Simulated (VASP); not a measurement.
Consider the following.

```
CELL_PARAMETERS angstrom
      4.51239     0.00000     0.00000
      0.00000     4.51239     0.00000
      0.00000     0.00000     4.51233
ATOMIC_POSITIONS crystal
  Ba 0.50000 0.50000 0.50000
  Pr 0.00000 0.00000 0.00000
  O  0.00000 0.50000 0.00000
  O  0.50000 0.00000 0.00000
  O  0.00000 0.00000 0.50000
```

Method: PBEsol GGA, VASP's PBE PAW potentials (set 64) (plane waves; VASP 6.6.1). Settings: 520 eV cut-off, 6×6×6 Γ-centred mesh, first-order Methfessel-Paxton smearing of 0.10 eV, potentials Ba_sv Pr_3 O.

The 4f electrons are frozen in the core of the lanthanide potential, so 4f levels, which can set the real gap, and their magnetism are missing. The run has a spin-polarised start. Unless said otherwise, spin-orbit coupling is left out, though it shifts the bands of the heavy elements here.

Problem. Estimate the cell moment, energy per atom (σ→0), band gap (on the k-mesh) with the smallest direct gap where there is one.

Solution. 
```json
{
  "band gap (on the k-mesh)": "none (metal, semimetal or under 0.01 eV)",
  "cell_moment": "0.00 μB",
  "energy per atom (σ→0)": "-7.090 eV/atom"
}
```

Total energies compare only between runs with the same potentials, cut-off and functional.

The structure comes from a computed database's BaPrO3 entry (Pm-3m); how it stands against other phases isn't given here. It was relaxed first, which changed the volume by -5 %. The start is the result of an earlier pass.
